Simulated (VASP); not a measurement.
# SiC (F-43m) in VASP: notebook, part 2 of 2

VASP 6.6.1.

**5. Band structure, PBE**

Contents of POSCAR:

```
SiC                                     
1.0
    0.0000000000      2.1892584782      2.1892584782
    2.1892584782      0.0000000000      2.1892584782
    2.1892584782      2.1892584782      0.0000000000
  Si              C             
     1     1
Direct
     0.7500000000000000    0.7500000000000000    0.7500000000000000
     0.0000000000000000    0.0000000000000000    0.0000000000000000
```

Contents of INCAR.step1:

```
PREC = Accurate
ENCUT = 600
EDIFF = 1E-6
ISMEAR = 0
SIGMA = 0.02
LREAL = F
LASPH = T
NELM = 120
ALGO = Normal
ISIF = 2
LWAVE = F
LCHARG = T
GGA = PE
NBANDS = 11
KPAR = 2
```

Contents of KPOINTS.step1:

```
Automatic mesh
0
Gamma
  14 14 14
```

Contents of INCAR.step2:

```
PREC = Accurate
ENCUT = 600
EDIFF = 1E-6
ISMEAR = 0
SIGMA = 0.05
LREAL = F
LASPH = T
NELM = 120
ALGO = Normal
ISIF = 2
LWAVE = F
LCHARG = F
GGA = PE
NBANDS = 11
KPAR = 2
ICHARG = 11
```

Contents of KPOINTS.step2:

```
path GXWKGLUWLK,UX
10
line-mode
reciprocal
 0.0000000000  0.0000000000  0.0000000000  G
 0.5000000000  0.0000000000  0.5000000000  X

 0.5000000000  0.0000000000  0.5000000000  X
 0.5000000000  0.2500000000  0.7500000000  W

 0.5000000000  0.2500000000  0.7500000000  W
 0.3750000000  0.3750000000  0.7500000000  K

 0.3750000000  0.3750000000  0.7500000000  K
 0.0000000000  0.0000000000  0.0000000000  G

 0.0000000000  0.0000000000  0.0000000000  G
 0.5000000000  0.5000000000  0.5000000000  L

 0.5000000000  0.5000000000  0.5000000000  L
 0.6250000000  0.2500000000  0.6250000000  U

 0.6250000000  0.2500000000  0.6250000000  U
 0.5000000000  0.2500000000  0.7500000000  W

 0.5000000000  0.2500000000  0.7500000000  W
 0.5000000000  0.5000000000  0.5000000000  L

 0.5000000000  0.5000000000  0.5000000000  L
 0.3750000000  0.3750000000  0.7500000000  K

 0.6250000000  0.2500000000  0.6250000000  U
 0.5000000000  0.0000000000  0.5000000000  X
```

The run is started by

```sh
$ cat potpaw_PBE.64/Si/POTCAR potpaw_PBE.64/C/POTCAR > POTCAR
$ cp INCAR.step1 INCAR
$ cp KPOINTS.step1 KPOINTS
$ mpirun -np 2 vasp_std > vasp.out
$ cp INCAR.step2 INCAR
$ cp KPOINTS.step2 KPOINTS
$ mpirun -np 2 vasp_std > vasp.out
```

Wall time 22 s (2 MPI ranks of Intel Xeon Platinum 8488C (Sapphire Rapids), shared host); peak memory 0.15 GiB.

It converged, with:

| Property | Result |
| --- | --- |
| Band gap on the k mesh | 1.37 eV, indirect (least direct gap 4.53 eV) |
| Band gap along the path | 1.37 eV, indirect (least direct gap 4.53 eV) |

Levels at the corners of the path, in eV from the valence-band top:
| point | band 1 | band 2 | band 3 | band 4 | band 5 | band 6 | band 7 | band 8 | band 9 |
| --- | --- | --- | --- | --- | --- | --- | --- | --- | --- |
| Γ | -15.29 | 0.00 | 0.00 | 0.00 | 6.07 | 7.21 | 7.21 | 7.21 | 14.43 |
| X | -10.34 | -7.75 | -3.16 | -3.16 | 1.37 | 4.27 | 13.87 | 13.87 | 14.60 |
| X | -10.34 | -7.75 | -3.16 | -3.16 | 1.37 | 4.27 | 13.87 | 13.87 | 14.60 |
| W | -10.12 | -7.00 | -4.92 | -4.63 | 5.19 | 9.31 | 9.33 | 9.71 | 14.07 |
| W | -10.12 | -7.00 | -4.92 | -4.63 | 5.19 | 9.31 | 9.33 | 9.71 | 14.07 |
| K | -10.35 | -7.24 | -5.47 | -2.57 | 3.10 | 7.69 | 11.73 | 12.31 | 12.87 |
| K | -10.35 | -7.24 | -5.47 | -2.57 | 3.10 | 7.69 | 11.73 | 12.31 | 12.87 |
| Γ | -15.29 | 0.00 | 0.00 | 0.00 | 6.07 | 7.21 | 7.21 | 7.21 | 14.43 |
| Γ | -15.29 | 0.00 | 0.00 | 0.00 | 6.07 | 7.21 | 7.21 | 7.21 | 14.43 |
| L | -11.78 | -8.46 | -1.05 | -1.05 | 5.31 | 7.17 | 7.17 | 9.98 | 16.03 |
| L | -11.78 | -8.46 | -1.05 | -1.05 | 5.31 | 7.17 | 7.17 | 9.98 | 16.03 |
| U | -10.35 | -7.24 | -5.47 | -2.57 | 3.10 | 7.69 | 11.73 | 12.31 | 12.87 |
| U | -10.35 | -7.24 | -5.47 | -2.57 | 3.10 | 7.69 | 11.73 | 12.31 | 12.87 |
| W | -10.12 | -7.00 | -4.92 | -4.63 | 5.19 | 9.31 | 9.33 | 9.71 | 14.07 |
| W | -10.12 | -7.00 | -4.92 | -4.63 | 5.19 | 9.31 | 9.33 | 9.71 | 14.07 |
| L | -11.78 | -8.46 | -1.05 | -1.05 | 5.31 | 7.17 | 7.17 | 9.98 | 16.03 |
| L | -11.78 | -8.46 | -1.05 | -1.05 | 5.31 | 7.17 | 7.17 | 9.98 | 16.03 |
| K | -10.35 | -7.24 | -5.47 | -2.57 | 3.10 | 7.69 | 11.73 | 12.31 | 12.87 |
| U | -10.35 | -7.24 | -5.47 | -2.57 | 3.10 | 7.69 | 11.73 | 12.31 | 12.87 |
| X | -10.34 | -7.75 | -3.16 | -3.16 | 1.37 | 4.27 | 13.87 | 13.87 | 14.60 |

Caveat: the log is that of the step along the path at fixed density, whose energy, stress, charges and moments have no meaning.

**6. Overview**

```tsv
level	k mesh	cutoff (eV)	grid for exact exchange (PRECFOCK)	screening parameter	exchange at q = 0	gap on the mesh (eV)
HSE06	10 × 10 × 10	450	Fast	0.2 1/A	-	2.26
PBE0	10 × 10 × 10	450	Fast	-	truncated	2.96
PBE	14 × 14 × 14	600	-	-	-	1.37
```

Alike in all rows: task band structure; potentials or basis VASP PAW PBE potentials, release 64 (Si, C); no spin polarisation; cell as given; smearing gaussian 0.02 eV.

On the cell as given the gap runs from 1.37 eV (PBE) to 2.96 eV (PBE0); the meshes differ, which moves gaps too.

Total energies depend on the potentials used, so only differences within one code and one set of settings carry meaning.

**7. Comparison with measurements**

Step 2. Against the measured gap of SiC, 2.4 eV (indirect; quoted in “Insight into the structural, elastic and electronic properties of a new orthorhombic 6O-SiC polytype”, 2020, pmc:7200658), the calculated 2.26 eV is off by -0.14 eV. The value is that of HSE06, without temperature or zero-point motion. The cell is a database's relaxed one, not the measured one, which moves gaps too.

Step 3. Against the measured gap of SiC, 2.4 eV (indirect; quoted in “Insight into the structural, elastic and electronic properties of a new orthorhombic 6O-SiC polytype”, 2020, pmc:7200658), the calculated 2.96 eV is off by +0.56 eV. The value is that of PBE0, without temperature or zero-point motion. The cell is a database's relaxed one, not the measured one, which moves gaps too.

Step 5. A measured gap of SiC is 2.4 eV (indirect; quoted in “Insight into the structural, elastic and electronic properties of a new orthorhombic 6O-SiC polytype”, 2020, pmc:7200658); the calculated 1.37 eV misses it by -1.03 eV. The value is that of PBE, without temperature or zero-point motion. Semilocal functionals fall short of measured gaps as a rule. The cell is a database's relaxed one, not the measured one, which moves gaps too.
